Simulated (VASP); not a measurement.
Output of a VASP run:

### OSZICAR
```
       N       E                     dE             d eps       ncg     rms          rms(c)
DAV:   1     0.867998012646E+02    0.86800E+02   -0.73587E+03    86   0.976E+02
DAV:   2    -0.162686816718E+01   -0.88427E+02   -0.81949E+02    88   0.234E+02
DAV:   3    -0.496201426792E+01   -0.33351E+01   -0.33278E+01    98   0.460E+01
DAV:   4    -0.498453777118E+01   -0.22524E-01   -0.22517E-01    93   0.446E+00
DAV:   5    -0.498484566021E+01   -0.30789E-03   -0.30789E-03    93   0.519E-01    0.580E+00
DAV:   6    -0.470019706211E+01    0.28465E+00   -0.45202E-01    78   0.715E+00    0.424E+00
DAV:   7    -0.467992389202E+01    0.20273E-01   -0.13596E-01    83   0.289E+00    0.215E+00
DAV:   8    -0.468050133488E+01   -0.57744E-03   -0.83800E-03    78   0.105E+00    0.261E-01
DAV:   9    -0.468071911258E+01   -0.21778E-03   -0.75688E-04    83   0.323E-01    0.467E-02
DAV:  10    -0.468085953813E+01   -0.14043E-03   -0.16469E-04    78   0.126E-01    0.501E-02
DAV:  11    -0.468086627862E+01   -0.67405E-05   -0.11868E-05    83   0.253E-02    0.501E-03
DAV:  12    -0.468086657138E+01   -0.29277E-06   -0.81206E-07    59   0.687E-03
   1 F= -.46808666E+01 E0= -.46808666E+01  d E =-.160095E-12
```

OUTCAR:
```
------------------------ aborting loop because EDIFF is reached ----------------------------------------
  FORCE on cell =-STRESS in cart. coord.  units (eV):
  Direction    XX          YY          ZZ          XY          YZ          ZX
  --------------------------------------------------------------------------------------
  Total        1.8492915      1.8492915      1.8492915      0.0000000     -0.0000000     -0.0000000
  in kB       69.3261377     69.3261377     69.3261377      0.0000000     -0.0000000     -0.0000000
  external PRESSURE =      69.3261377 kB  Pullay stress =       0.0000000 kB
  volume of cell :       42.74
      direct lattice vectors                 reciprocal lattice vectors
     0.000000000  2.775000000  2.775000000    -0.180180180  0.180180180  0.180180180
     2.775000000  0.000000000  2.775000000     0.180180180 -0.180180180  0.180180180
     2.775000000  2.775000000  0.000000000     0.180180180  0.180180180 -0.180180180
  FREE ENERGIE OF THE ION-ELECTRON SYSTEM (eV)
  ---------------------------------------------------
  free  energy   TOTEN  =        -4.6808665714 eV

  energy  without entropy=       -4.6808665714  energy(sigma->0) =       -4.68086657
```
(Selected blocks of OUTCAR.)

File POSCAR:
```
AgCl
1
    0.0000000000     2.7750000000     2.7750000000
    2.7750000000     0.0000000000     2.7750000000
    2.7750000000     2.7750000000     0.0000000000
Ag Cl
1 1
Direct
  0.0000000000   0.0000000000   0.0000000000
  0.5000000000   0.5000000000   0.5000000000
```

### Question
Reconstruct the remaining input files.

### Answer
One answer among several that fit: the input of the run itself, PBE GGA, plane waves, VASP's PBE PAW potentials (set 64).

### INCAR
```
SYSTEM = AgCl
PREC = Accurate; ENCUT = 400; LREAL = .False.
LASPH = .True.
EDIFF = 1E-6; NELM = 100; ALGO = Normal
LMAXMIX = 4
ISMEAR = 0; SIGMA = 0.05
GGA = PE
ISIF = 2
LWAVE = .False.; LCHARG = .False.
```

### KPOINTS
```
Automatic mesh
0
Gamma
2 2 2
0 0 0
```

POTCAR, in this order: Ag Cl (PBE.64 set). Program: vasp_std.

The compound is AgCl in the rock salt structure. The cell was not relaxed at this level. The k-mesh is coarse (spacing up to 0.98 per Å, 2π included), so the numbers may not be converged in it. The run is one of a series of settings (KPOINTS 2×2×2 Γ-centred mesh against the base run), some of them coarse on purpose.
